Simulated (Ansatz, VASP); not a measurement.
# MnO (Manganosite) in two plane-wave programs, part 2 of 2

One calculation is typed for both programs; each brings its own data sets and cutoff. How far apart do they land? The cell is taken from a series of VASP runs on this material, whose earlier steps may have relaxed, scaled or displaced it; both programs get it as it stands.

VASP 6.6.1 and Ansatz 0.2.0.

So far: The structure; Ansatz: relaxation of cell and atoms, LDA, DFT+U.

## 3. VASP: relaxation of cell and atoms, LDA, DFT+U

Level of this step: LDA, DFT+U (Mn d 3.9 eV), spin-polarised from a ferromagnetic start (one magnetic atom a cell); plane waves and PAW (Mn_pv, O) (VASP).

The same cell, functional (in two slightly different forms), mesh and smearing now go to VASP, with its own data sets and cutoff.

Lines of VASP's logs that name or quote its potential files are left out, and so is its time.

INCAR reads:

```
SYSTEM = MnO
PREC = Accurate
ENCUT = 520
EDIFF = 1E-07
NELM = 100
ISMEAR = 0
SIGMA = 0.03
LREAL = .FALSE.
ALGO = Normal
GGA = CA
NBANDS = 19
ISPIN = 2
MAGMOM = 4 0
LDAU = .TRUE.
LDAUTYPE = 2
LDAUL = 2 -1
LDAUU = 3.9 0
LDAUJ = 0 0
LDAUPRINT = 1
LASPH = .TRUE.
LMAXMIX = 4
LORBIT = 11
LWAVE = .FALSE.
LCHARG = .FALSE.
KPAR = 4
IBRION = 2
NSW = 50
ISIF = 3
EDIFFG = -0.002
```

POSCAR reads:

```
MnO
1.0
    0.0000000000      2.2000245668      2.2000245668
    2.2000245668      0.0000000000      2.2000245668
    2.2000245668      2.2000245668      0.0000000000
Mn O
1 1
Direct
    0.0000000000      0.0000000000      0.0000000000
    0.5000000000      0.5000000000      0.5000000000
```

KPOINTS reads:

```
Automatic mesh
0
Gamma
12 12 12
0 0 0
```

The projector-augmented-wave data sets are Mn_pv and O (LDA family, release 64).

Launch:

```bash
$ mpirun -np 4 vasp_std
```

Numbers of over 12 decimals in the logs are rounded to 6 here.

The log of the run:

```text
[banner, memory and clock lines left out]
running    4 mpi-ranks, on    1 nodes
 distrk:  each k-point on    1 cores,    4 groups
 distr:  one band on    1 cores,    1 groups

 POSCAR found type information on POSCAR MnO
 POSCAR found :  2 types and       2 ions
 LDA part: xc-table for (Slater(with rela. corr.)+CA(PZ))
 , standard interpolation
 POSCAR, INCAR and KPOINTS ok, starting setup
 FFT: planning ... GRIDC
 FFT: planning ... GRID_SOFT
 FFT: planning ... GRID
 WAVECAR not read
 entering main loop
       N       E                     dE             d eps       ncg     rms          rms(c)
DAV:   1     0.169508395330E+03    0.16951E+03   -0.10499E+04  5483   0.118E+03
DAV:   2    -0.883604598087E+01   -0.17834E+03   -0.16631E+03  5762   0.337E+02
DAV:   3    -0.170131438550E+02   -0.81771E+01   -0.81113E+01  6105   0.787E+01
DAV:   4    -0.170756591443E+02   -0.62515E-01   -0.62504E-01  6045   0.710E+00
DAV:   5    -0.170762391522E+02   -0.58001E-03   -0.58000E-03  6047   0.688E-01    0.148E+01
DAV:   6    -0.163550050227E+02    0.72123E+00   -0.92861E+00  7494   0.353E+01    0.158E+01
DAV:   7    -0.165364593486E+02   -0.18145E+00   -0.90719E-01  5892   0.131E+01    0.923E+00
DAV:   8    -0.165302617228E+02    0.61976E-02   -0.12507E-01  6035   0.297E+00    0.528E+00
DAV:   9    -0.165270564890E+02    0.32052E-02   -0.20166E-02  6067   0.165E+00    0.394E-01
DAV:  10    -0.165272414523E+02   -0.18496E-03   -0.28196E-03  6469   0.755E-01    0.120E-01
DAV:  11    -0.165272600379E+02   -0.18586E-04   -0.15701E-04  6201   0.124E-01    0.496E-02
DAV:  12    -0.165272757776E+02   -0.15740E-04   -0.17423E-05  5976   0.532E-02    0.216E-02
DAV:  13    -0.165272771435E+02   -0.13660E-05   -0.26240E-06  6244   0.213E-02    0.786E-03
DAV:  14    -0.165272774740E+02   -0.33043E-06   -0.48628E-07  6003   0.815E-03    0.352E-03
DAV:  15    -0.165272775143E+02   -0.40376E-07   -0.35823E-08  3387   0.218E-03
   1 F= -.16527278E+02 E0= -.16527278E+02  d E =-.165273E+02  mag=     5.0000
 curvature:   0.00 expect dE= 0.000E+00 dE for cont linesearch  0.000E+00
 trial: gam= 0.00000 g(F)=  0.586E-64 g(S)=  0.910E-06 ort = 0.000E+00 (trialstep = 0.100E+01)
 search vector abs. value=  0.910E-06
 reached required accuracy - stopping structural energy minimisation
```

Parts of OUTCAR (step 3):

```text
ion  position               nearest neighbor table
   1  0.000  0.000  0.000-   2 2.20   2 2.20   2 2.20   2 2.20   2 2.20   2 2.20
   2  0.500  0.500  0.500-   1 2.20   1 2.20   1 2.20   1 2.20   1 2.20   1 2.20

  LATTYP: Found a face centered cubic cell.
 ALAT       =     4.4000491336

 Subroutine GETGRP returns: Found 48 space group operations
 (whereof 48 operations were pure point group operations)

The static configuration has the point symmetry O_h .

 Found     72 irreducible k-points:

   k-points           NKPTS =     72   k-points in BZ     NKDIM =     72   number of bands    NBANDS=     19

   dimension x,y,z NGX =    24 NGY =   24 NGZ =   24
   dimension x,y,z NGXF=    48 NGYF=   48 NGZF=   48

   ENCUT  =  520.0 eV  38.22 Ry    6.18 a.u.   5.78  5.78  5.78*2*pi/ulx,y,z

   NELECT =      19.0000    total number of electrons

 k-points in reciprocal lattice and weights: Automatic mesh
   0.00000000  0.00000000  0.00000000       0.001
   0.08333333  0.00000000  0.00000000       0.005
   0.16666667  0.00000000  0.00000000       0.005
   0.25000000  0.00000000  0.00000000       0.005
   0.33333333  0.00000000  0.00000000       0.005
   0.41666667  0.00000000  0.00000000       0.005
   0.50000000  0.00000000  0.00000000       0.002
   0.08333333  0.08333333  0.00000000       0.003
   0.16666667  0.08333333  0.00000000       0.014
[...]
-0.33333333  0.50000000  0.16666667       0.007
  -0.25000000  0.50000000  0.25000000       0.003

atom =   1  type =  1  l = 2

 onsite density matrix

spin component  1

  0.9382  0.0000  0.0000 -0.0000  0.0000
  0.0000  0.9382  0.0000  0.0000 -0.0000
  0.0000  0.0000  0.9785 -0.0000  0.0000
 -0.0000  0.0000 -0.0000  0.9382  0.0000
  0.0000 -0.0000  0.0000  0.0000  0.9785

spin component  2

  0.0224  0.0000  0.0000 -0.0000  0.0000
  0.0000  0.0224  0.0000 -0.0000 -0.0000
  0.0000  0.0000  0.0829 -0.0000  0.0000
 -0.0000 -0.0000 -0.0000  0.0224  0.0000
  0.0000 -0.0000  0.0000  0.0000  0.0829

 occupancies and eigenvectors

  o =  0.0224  v =  0.0000  0.0000  0.0000  0.0000  0.0000  1.0000 -0.0039 -0.0000  0.0067 -0.0000      0.0000  0.0000  0.0000  0.0000  0.0000  0.0000  0.0000  0.0000  0.0000  0.0000
  o =  0.0224  v =  0.0000  0.0000  0.0000  0.0000  0.0000 -0.0015 -0.9435 -0.0000 -0.3314 -0.0000      0.0000  0.0000  0.0000  0.0000  0.0000  0.0000  0.0000  0.0000  0.0000  0.0000
  o =  0.0224  v =  0.0000  0.0000  0.0000  0.0000  0.0000 -0.0076 -0.3313  0.0000  0.9435 -0.0000      0.0000  0.0000  0.0000  0.0000  0.0000  0.0000  0.0000  0.0000  0.0000  0.0000
  o =  0.0829  v =  0.0000  0.0000  0.0000  0.0000  0.0000 -0.0000  0.0000 -1.0000 -0.0000  0.0015      0.0000  0.0000  0.0000  0.0000  0.0000  0.0000  0.0000  0.0000  0.0000  0.0000
  o =  0.0829  v =  0.0000  0.0000  0.0000  0.0000  0.0000  0.0000 -0.0000  0.0015  0.0000  1.0000      0.0000  0.0000  0.0000  0.0000  0.0000  0.0000  0.0000  0.0000  0.0000  0.0000
  o =  0.9382  v =  1.0000  0.0000  0.0000  0.0000  0.0000  0.0000  0.0000  0.0000  0.0000  0.0000      0.0000  0.0000  0.0000  0.0000  0.0000  0.0000  0.0000  0.0000  0.0000  0.0000
  o =  0.9382  v =  0.0000 -0.0359  0.0000  0.9994  0.0000  0.0000  0.0000  0.0000  0.0000  0.0000      0.0000  0.0000  0.0000  0.0000  0.0000  0.0000  0.0000  0.0000  0.0000  0.0000
  o =  0.9382  v =  0.0000 -0.9994  0.0000 -0.0359 -0.0000  0.0000  0.0000  0.0000  0.0000  0.0000      0.0000  0.0000  0.0000  0.0000  0.0000  0.0000  0.0000  0.0000  0.0000  0.0000
  o =  0.9785  v =  0.0000  0.0000  0.0157  0.0000 -0.9999  0.0000  0.0000  0.0000  0.0000  0.0000      0.0000  0.0000  0.0000  0.0000  0.0000  0.0000  0.0000  0.0000  0.0000  0.0000
  o =  0.9785  v =  0.0000  0.0000  0.9999 -0.0000  0.0157  0.0000  0.0000  0.0000  0.0000  0.0000      0.0000  0.0000  0.0000  0.0000  0.0000  0.0000  0.0000  0.0000  0.0000  0.0000

 average (electrostatic) potential at core
       1 -67.5492       2 -69.3592

 E-fermi :   7.2990

 spin component 1
 k-point     1 :       0.0000    0.0000    0.0000
  band No.  band energies     occupation
    ...
      8       3.2960      1.00000
      9       3.2960      1.00000
     10       4.0075      1.00000
     11       4.0075      1.00000
     12       4.0075      1.00000
     13       7.4181      0.00000
     14      21.5934      0.00000
     15      23.4375      0.00000
     16      23.4375      0.00000
     17      23.4375      0.00000
    ...

 k-point     2 :       0.0833    0.0000    0.0000
  band No.  band energies     occupation
    ...
      8       3.0644      1.00000
      9       3.0644      1.00000
     10       3.8634      1.00000
     11       4.5521      1.00000
     12       4.5521      1.00000
     13       7.9286      0.00000
     14      20.6006      0.00000
     15      23.2955      0.00000
     16      23.2955      0.00000
     17      24.0216      0.00000
    ...

 k-point     3 :       0.1667    0.0000    0.0000
  band No.  band energies     occupation
    ...
      8       3.1912      1.00000
      9       3.1912      1.00000
     10       3.8504      1.00000
     11       5.3273      1.00000
     12       5.3273      1.00000
     13       8.9821      0.00000
     14      18.9731      0.00000
     15      22.6656      0.00000
     16      22.6656      0.00000
     17      24.6247      0.00000
    ...

 k-point     4 :       0.2500    0.0000    0.0000
  band No.  band energies     occupation
    ...
      8       3.3968      1.00000
      9       3.3968      1.00000
     10       4.0236      1.00000
     11       6.0470      1.00000
     12       6.0470      1.00000
     13      10.0500      0.00000
     14      17.4451      0.00000
     15      21.5965      0.00000
     16      21.5965      0.00000
     17      25.0386      0.00000
    ...

 k-point     5 :       0.3333    0.0000    0.0000
  band No.  band energies     occupation
    ...
      8       3.6121      1.00000
      9       3.6121      1.00000
     10       4.2824      1.00000
     11       6.6328      1.00000
     12       6.6328      1.00000
     13      10.8201      0.00000
     14      16.3322      0.00000
     15      20.5542      0.00000
     16      20.5542      0.00000
     17      25.4294      0.00000
    ...

 k-point     6 :       0.4167    0.0000    0.0000
  band No.  band energies     occupation
    ...
      8       3.7753      1.00000
      9       3.7753      1.00000
     10       4.5257      1.00000
     11       7.0202      1.00000
     12       7.0202      1.00000
     13      11.1332      0.00000
     14      15.8025      0.00000
     15      19.8315      0.00000
     16      19.8315      0.00000
     17      25.8299      0.00000
    ...

  Total       -0.0035454     -0.0035454     -0.0035454     -0.0000000      0.0000000      0.0000000
  in kB       -0.2667212     -0.2667212     -0.2667212     -0.0000000      0.0000000      0.0000000
  external PRESSURE =      -0.2667212 kB  Pullay stress =       0.0000000 kB

  energy-cutoff  :      520.00
  volume of cell :       21.30
      direct lattice vectors                 reciprocal lattice vectors
     0.000000000  2.200024567  2.200024567    -0.227270189  0.227270189  0.227270189
     2.200024567  0.000000000  2.200024567     0.227270189 -0.227270189  0.227270189
     2.200024567  2.200024567  0.000000000     0.227270189  0.227270189 -0.227270189

 POSITION                                       TOTAL-FORCE (eV/Angst)
 -----------------------------------------------------------------------------------
      0.00000      0.00000      0.00000         0.000000      0.000000      0.000000
      2.20002      2.20002      2.20002         0.000000     -0.000000      0.000000
 -----------------------------------------------------------------------------------
    total drift:                                0.000000     -0.000000     -0.000000

  FREE ENERGIE OF THE ION-ELECTRON SYSTEM (eV)
  ---------------------------------------------------
  free  energy   TOTEN  =       -16.5272775143 eV

  energy  without entropy=      -16.5272775143  energy(sigma->0) =      -16.52727751

 reached required accuracy - stopping structural energy minimisation

 total charge
# of ion       s       p       d       tot
------------------------------------------
    1        0.220   6.200   4.984  11.404
    2        1.543   3.444   0.000   4.987
--------------------------------------------------
tot          1.763   9.643   4.984  16.390

 magnetization (x)
# of ion       s       p       d       tot
------------------------------------------
    1        0.028   0.022   4.529   4.578
    2        0.024   0.159   0.000   0.183
--------------------------------------------------
tot          0.051   0.181   4.529   4.761

[... 6 further parts left out ...]
```

CONTCAR:

```
MnO
   1.00000000000000
     0.0000000000000000    2.2000245667999998    2.2000245667999998
     2.2000245667999998    0.0000000000000000    2.2000245667999998
     2.2000245667999998    2.2000245667999998    0.0000000000000000
  Mn              O
     1     1
Direct
     0.0000000000000000    0.0000000000000000    0.0000000000000000
     0.5000000000000000    0.5000000000000000    0.5000000000000000
```

The cell holds one magnetic atom, so no antiferromagnetic order fits into it.

## 4. Differences

Known differences besides the potentials themselves: U acts on the PAW sphere in VASP and on atomic orbitals in Ansatz, so only states and trends compare; the two LDA forms differ slightly; both relaxations stop at a tolerance, which leaves soft axes loose, and VASP keeps its plane-wave basis; the data sets hold 21 valence electrons in Ansatz (default PAW (the set named soft_2) files) and 19 in VASP; the cutoff is 420 eV in Ansatz and 520 eV in VASP; VASP's log shows a relativistic correction to its local exchange, Ansatz's none; Ansatz adds a Pulay correction to the stress that steers its cell, VASP none; site moments are counted in spheres of each program's own size. Total energies have different zeros and are not compared.

Both answers:

```
                                         quantity  Ansatz   VASP  difference
                                      volume (Å³)   21.52  21.30     +1.05 %
edge a after relaxation, in the typed setting (Å)   3.122  3.111     +0.35 %
                                total moment (μB)    5.00   5.00        0.00
                               moment on Mn1 (μB)    4.24   4.58       -0.34
                                moment on O2 (μB)    0.21   0.18       +0.03
```

The walks stopped with 0.00 GPa left in Ansatz and -0.03 GPa in VASP; each walk ends within a tolerance, so the volume difference is uncertain by about these residues over the bulk modulus, most in soft cells.

## 5. Ansatz: relaxation of cell and atoms, PBE, DFT+U

The relaxed volume is the usual yardstick between codes: its relative difference is about their pressure difference at one cell divided by the bulk modulus. The cell compared in this pair holds 23.03 Å³, against 21.30 Å³ for the pair before.

The cell is taken from a series of VASP runs on this material, whose earlier steps may have relaxed, scaled or displaced it; both programs get it as it stands.

input.yaml reads:

```yaml
crystal:
  lattice:
    - [0.0, 2.2581129115, 2.2581129115]
    - [2.2581129115, 0.0, 2.2581129115]
    - [2.2581129115, 2.2581129115, 0.0]
  atoms:
    - { symbol: Mn, position: [0.0, 0.0, 0.0], spin: 4.0 }
    - { symbol: O, position: [0.5, 0.5, 0.5] }
hamiltonian:
  xc: pbe
  pseudopotentials: { kind: paw }
  hubbard: { sites: [{ species: Mn, l: d, u_eff: 3.9 }] }
magnetization:
  spin_polarized: true
kpoints:
  mp_grid: { grid: [12, 12, 12] }
scf:
  occupations: { method: gaussian, width: 0.03 }
relax:
  f_tol: 0.01
  max_steps: 60
  cell: { stress_tol: 0.05 }
output:
  forces: true
  stress: true
```

Launch:

```bash
$ ansatz run input.yaml --threads 4 --pin off --max-ram 9216MiB --backend cpu --events-out ev --progress --plain --runs-dir out
```

The log of the run:

```text
[...]
Crystal: 2 atoms, lattice volume = 23.029 Å³
Basis set: ecut = 420 eV, 459 PW (Γ), exchange–correlation on 48×48×48 points (8 copies of the dense FFT grid, shifted against one another)
Bands: 17, of which v1, the nominal top of the filled ones, is band 11 counted from 1 (10 counted from 0)
Symmetry: 48 space group operations
[...]
-0.000000       0.002401      -0.000000
       -0.000000      -0.000000       0.002401
  P = ⅓ Tr σ = 0.0024 GPa (0.024 kbar)
--- Relaxed structure (4 steps of the walk, 4 accepted, 2 SCFs on fresh bases) ---
[...]
cell:  # Å, volume = 23.2845 Å³
    - [0, 2.266448, 2.266448]
    - [2.266448, 0, 2.266448]
    - [2.266448, 2.266448, 0]
  atoms:
    - { symbol: Mn, position: [0, 0, 0] }
    - { symbol: O, position: [0.5, 0.5, 0.5] }
[key lines of the parts left out:]
SCF converged after 4 iterations
Magnetization: 5.0000 μB (13.0000 up, 8.0000 down)
Free energy (F): -4465.567715 eV
Fermi energy:    11.665038 eV
```

It took 7.7 s on 4 threads of Arm Neoverse V1, shared host; peak memory 0.35 GiB.

## 6. VASP: relaxation of cell and atoms, PBE, DFT+U

The same cell, functional, mesh and smearing now go to VASP, with its own data sets and cutoff.

Edit INCAR of step 3 so:

```diff
@@ -9,3 +9,3 @@
 ALGO = Normal
-GGA = CA
+GGA = PE
 NBANDS = 19
```

POSCAR reads:

```
MnO
1.0
    0.0000000000      2.2581129115      2.2581129115
    2.2581129115      0.0000000000      2.2581129115
    2.2581129115      2.2581129115      0.0000000000
Mn O
1 1
Direct
    0.0000000000      0.0000000000      0.0000000000
    0.5000000000      0.5000000000      0.5000000000
```

KPOINTS is that of step 3.

PAW data sets: Mn_pv and O (PBE family, release 64).

Launch:

```bash
$ mpirun -np 4 vasp_std
```

The log of the run:

```text
[banner, memory and clock lines left out]
running    4 mpi-ranks, on    1 nodes
[...]
LDA part: xc-table for (Slater+PW92), standard interpolation
 POSCAR, INCAR and KPOINTS ok, starting setup
[...]
entering main loop
       N       E                     dE             d eps       ncg     rms          rms(c)
DAV:   1     0.172898546571E+03    0.17290E+03   -0.10552E+04  5480   0.117E+03
DAV:   2    -0.749652447108E+01   -0.18040E+03   -0.16782E+03  5666   0.333E+02
DAV:   3    -0.159355835468E+02   -0.84391E+01   -0.83669E+01  6120   0.792E+01
DAV:   4    -0.160026937918E+02   -0.67110E-01   -0.67097E-01  6009   0.728E+00
[...]
DAV:  14    -0.154848984741E+02   -0.21955E-05   -0.28088E-06  5833   0.182E-02    0.449E-03
DAV:  15    -0.154848994520E+02   -0.97786E-06   -0.22972E-07  5708   0.477E-03    0.121E-03
DAV:  16    -0.154848994233E+02    0.28624E-07   -0.37202E-08  3943   0.170E-03
   1 F= -.15484899E+02 E0= -.15484899E+02  d E =-.154849E+02  mag=     5.0000
[...]
DAV:   5    -0.154849012759E+02    0.20697E-05   -0.17090E-06  5788   0.144E-02    0.586E-03
DAV:   6    -0.154849015931E+02   -0.31723E-06   -0.26556E-07  5669   0.687E-03    0.871E-04
DAV:   7    -0.154849016210E+02   -0.27885E-07   -0.11952E-08  2901   0.120E-03
   2 F= -.15484902E+02 E0= -.15484901E+02  d E =-.219764E-05  mag=     5.0000
 trial-energy change:   -0.000002  1 .order   -0.000003   -0.000013    0.000007
 step:   0.5871(harm=  0.6490)  dis= 0.00000  next Energy=   -15.484903 (dE=-0.375E-05)
[...]
N       E                     dE             d eps       ncg     rms          rms(c)
DAV:   1    -0.154849396913E+02   -0.38098E-04   -0.53447E-04  5943   0.318E-01    0.558E-02
DAV:   2    -0.154849040703E+02    0.35621E-04   -0.54965E-05  5898   0.101E-01    0.439E-02
DAV:   3    -0.154849033412E+02    0.72914E-06   -0.83749E-06  5943   0.370E-02    0.166E-02
DAV:   4    -0.154849031229E+02    0.21831E-06   -0.39075E-07  5724   0.559E-03    0.878E-03
DAV:   5    -0.154849033079E+02   -0.18500E-06   -0.28813E-07  5782   0.592E-03    0.241E-03
DAV:   6    -0.154849032354E+02    0.72460E-07   -0.43393E-08  2951   0.282E-03
   3 F= -.15484903E+02 E0= -.15484903E+02  d E =-.381208E-05  mag=     5.0000
[...]
reached required accuracy - stopping structural energy minimisation
```

From OUTCAR (step 6):

```text
  Total       -0.0001734     -0.0001734     -0.0001734      0.0000000     -0.0000000      0.0000000
  in kB       -0.0120582     -0.0120582     -0.0120582      0.0000000     -0.0000000      0.0000000
  external PRESSURE =      -0.0120582 kB  Pullay stress =       0.0000000 kB

 POSITION                                       TOTAL-FORCE (eV/Angst)
 -----------------------------------------------------------------------------------
      0.00000      0.00000      0.00000         0.000000     -0.000000      0.000000
      2.25855      2.25855      2.25855        -0.000000      0.000000     -0.000000
 -----------------------------------------------------------------------------------
    total drift:                                0.000000     -0.000000     -0.000000

  FREE ENERGIE OF THE ION-ELECTRON SYSTEM (eV)
  ---------------------------------------------------
  free  energy   TOTEN  =       -15.4849032354 eV

  energy  without entropy=      -15.4849028392  energy(sigma->0) =      -15.48490304

 magnetization (x)
# of ion       s       p       d       tot
------------------------------------------
    1        0.033   0.025   4.571   4.630
    2        0.022   0.122   0.000   0.144
--------------------------------------------------
tot          0.055   0.147   4.571   4.773

[... 2 parts as in an earlier step ...]

[... 2 further parts left out ...]
[key lines of the parts left out:]
E-fermi :   6.2924
```

## 7. Side by side

Compared:

```
                                         quantity  Ansatz   VASP  difference
                                      volume (Å³)   23.28  23.04     +1.05 %
edge a after relaxation, in the typed setting (Å)   3.205  3.194     +0.35 %
                                total moment (μB)    5.00   5.00        0.00
                               moment on Mn1 (μB)    4.32   4.63       -0.31
                                moment on O2 (μB)    0.16   0.14       +0.02
```

The walks stopped with 0.00 GPa left in Ansatz and 0.00 GPa in VASP; each walk ends within a tolerance, so the volume difference is uncertain by about these residues over the bulk modulus, most in soft cells.

## 8. Results

- difference in volume (relaxation of cell and atoms, LDA, DFT+U): 1.0 %
- difference in volume (relaxation of cell and atoms, PBE, DFT+U): 1.1 %

The difference in volume is 1.1 % (relaxation of cell and atoms, PBE, DFT+U). How closely two codes agree says nothing of how well the functional describes the real material.

[Lines on the potential files, build, host, timing and source positions are cut from VASP's logs without a mark.]

[Logs are printed without paths, hosts, clocks, repeated set-up lines and the standing remarks that a program may print on its own settings, such as how far it seeks lower states.]

[Hosts, paths, dates, database ids (printed as entryN), source tags and the programs' standing remarks are cut or masked in the printed files.]
